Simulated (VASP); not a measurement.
Input:

```xyz
2
Lattice="0.0000 3.2761 3.2761 3.2761 0.0000 3.2761 3.2761 3.2761 0.0000" Properties=species:S:1:pos:R:3 pbc="T T T"
Te     3.2761     3.2761     3.2761
Pb     0.0000     0.0000     0.0000
```

Method: optB88-vdW, VASP's PBE PAW potentials (set 64) (plane waves; VASP 6.6.1). Numerical set-up: 520 eV cut-off, 8×8×8 Γ-centred mesh, tetrahedra with Blöchl corrections, potentials Te Pb_d.

Unless said otherwise, spin-orbit coupling is left out, though it shifts the bands of the heavy elements here.

Task: Tabulate the total density of states (states/eV per cell) against energy (eV; zero at the valence-band maximum or, without a gap, the Fermi level).

Result: 
| E (eV) | DOS (states/eV) |
|---|---|
| -9.95 | 0.01 |
| -9.71 | 0.00 |
| -9.59 | 0.00 |
| -9.35 | 0.00 |
| -9.23 | 0.00 |
| -8.99 | 0.00 |
| -8.87 | 0.00 |
| -8.63 | 0.00 |
| -8.51 | 0.00 |
| -8.27 | 0.67 |
| -8.15 | 1.50 |
| -7.91 | 2.76 |
| -7.79 | 1.71 |
| -7.55 | 1.40 |
| -7.43 | 1.21 |
| -7.19 | 0.52 |
| -7.07 | 0.45 |
| -6.83 | 0.31 |
| -6.71 | 0.24 |
| -6.47 | 0.17 |
| -6.35 | 0.14 |
| -6.11 | 0.08 |
| -5.99 | 0.03 |
| -5.75 | 0.00 |
| -5.63 | 0.00 |
| -5.39 | 0.00 |
| -5.27 | 0.00 |
| -5.03 | 0.00 |
| -4.91 | 0.00 |
| -4.67 | 0.00 |
| -4.55 | 0.00 |
| -4.31 | 0.00 |
| -4.19 | 0.00 |
| -3.95 | 0.15 |
| -3.83 | 0.42 |
| -3.59 | 0.54 |
| -3.47 | 0.86 |
| -3.23 | 0.79 |
| -3.11 | 0.89 |
| -2.87 | 1.18 |
| -2.75 | 1.42 |
| -2.51 | 1.75 |
| -2.39 | 2.10 |
| -2.15 | 1.97 |
| -2.03 | 2.03 |
| -1.79 | 2.08 |
| -1.67 | 2.08 |
| -1.43 | 2.11 |
| -1.31 | 2.11 |
| -1.07 | 2.11 |
| -0.95 | 2.08 |
| -0.71 | 2.19 |
| -0.59 | 2.58 |
| -0.35 | 1.24 |
| -0.23 | 0.39 |
| 0.01 | 0.00 |
| 0.13 | 0.00 |
| 0.37 | 0.00 |
| 0.49 | 0.00 |
| 0.73 | 0.00 |
| 0.85 | 0.00 |
| 1.09 | 0.05 |
| 1.21 | 0.11 |
| 1.45 | 0.86 |
| 1.57 | 1.41 |
| 1.81 | 2.19 |
| 1.93 | 2.00 |
| 2.17 | 1.60 |
| 2.29 | 1.47 |
| 2.53 | 1.42 |
| 2.65 | 1.42 |
| 2.89 | 1.41 |
| 3.01 | 1.42 |
| 3.25 | 1.50 |
| 3.37 | 1.58 |
| 3.61 | 1.76 |
| 3.73 | 2.00 |
| 3.97 | 1.52 |
| 4.09 | 1.35 |
| 4.33 | 1.88 |
Within 2 eV below the valence-band maximum the largest weight inside VASP's projection spheres is Te p, then Pb p.

The compound is PbTe in the rock salt structure. It was relaxed first.
